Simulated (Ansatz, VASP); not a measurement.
**Rb2Mg in VASP and in Ansatz**

```
CELL_PARAMETERS angstrom
9.09397 -4.13274 0.00000
9.09397 4.13274 0.00000
0.00000 0.00000 5.72814
ATOMIC_POSITIONS crystal
Rb 0.59200 0.13193 0.75000
Rb 0.13193 0.59200 0.25000
Rb 0.40800 0.86807 0.25000
Rb 0.86807 0.40800 0.75000
Mg 0.09141 0.90859 0.75000
Mg 0.90859 0.09141 0.25000
```

Change from the starting cell: volume scaled by 1.06.

Alike in both runs: task single point; functional PBE; k mesh 4 × 4 × 5; occupations fermi-dirac, width 0.05 eV; no spin polarisation.

|  | VASP | Ansatz |
| --- | --- | --- |
| version | VASP 6.6.1 | Ansatz 0.2.0 |
| potentials or method | VASP PAW PBE potentials, release 64 (Rb_sv, Mg) | Ansatz PAW |
| plane-wave cutoff (eV) | 520 | 420 |
| valence electrons in the cell | 40 | 56 |

|  | VASP | Ansatz | Ansatz less VASP |
| --- | --- | --- | --- |
| gap on the k mesh at the Fermi level (eV) | none | none | - |
| pressure (GPa) | -0.3 | -0.3 | 0.00 |
| largest component of the traceless stress (GPa) | 0.20 | 0.20 | -0.002 |
| rms of the force components (eV/Å) | 0.038 | 0.037 | -0.0008 |

Atom by atom the forces differ by 0.001 eV/Å (rms over components). A gap of «none» marks a metal or a gap that the smearing closes. The functional is the same, so the differences come from potentials, cutoffs and numerics. The two sets of potentials don't hold the same shells in valence.
